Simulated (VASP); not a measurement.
All values below come from optB86b-vdW, VASP's PBE PAW potentials (set 64) (plane waves; VASP 6.6.1).

VASP input:

**INCAR**
```
SYSTEM = SnO2
PREC = Accurate
ENCUT = 520
EDIFF = 1E-7
NELM = 100
ALGO = Normal
LREAL = .FALSE.
LASPH = .TRUE.
ISMEAR = -5
GGA = MK
PARAM1 = 0.1234
PARAM2 = 1.0
LUSE_VDW = .TRUE.
AGGAC = 0.0
LMAXMIX = 4
LWAVE = .FALSE.
LCHARG = .TRUE.
LORBIT = 11
NEDOS = 601
ISIF = 2
```

File KPOINTS:
```
Automatic mesh
0
Gamma
5 5 8
0 0 0
```

**POSCAR**
```
SnO2
1
    4.7884999590     0.0000000000     0.0000000000
    0.0000000000     4.7884999590     0.0000000000
    0.0000000000     0.0000000000     3.2366640055
Sn O
2 4
Direct
  0.0000000000   0.0000000000   0.0000000000
  0.5000000000   0.5000000000   0.5000000000
  0.3061319584   0.3061319584   0.0000000000
  0.8061319584   0.1938680416   0.5000000000
  0.1938680416   0.8061319584   0.5000000000
  0.6938680416   0.6938680416   0.0000000000
```

POTCAR, in this order: Sn_d O (PBE.64 set). Program: vasp_std.

Task: What will the output report for the number of irreducible k-points (NKPTS), largest plane-wave count, number of space-group operations, FFT grid (NGX, NGY, NGZ)?

Result: 
| Property | Result |
|---|---|
| number of irreducible k-points (NKPTS) | 30 |
| largest plane-wave count | 2036 |
| number of space-group operations | 16 |
| FFT grid (NGX, NGY, NGZ) | 36 × 36 × 24 |

The compound is SnO2 in the rutile structure. It was relaxed first.
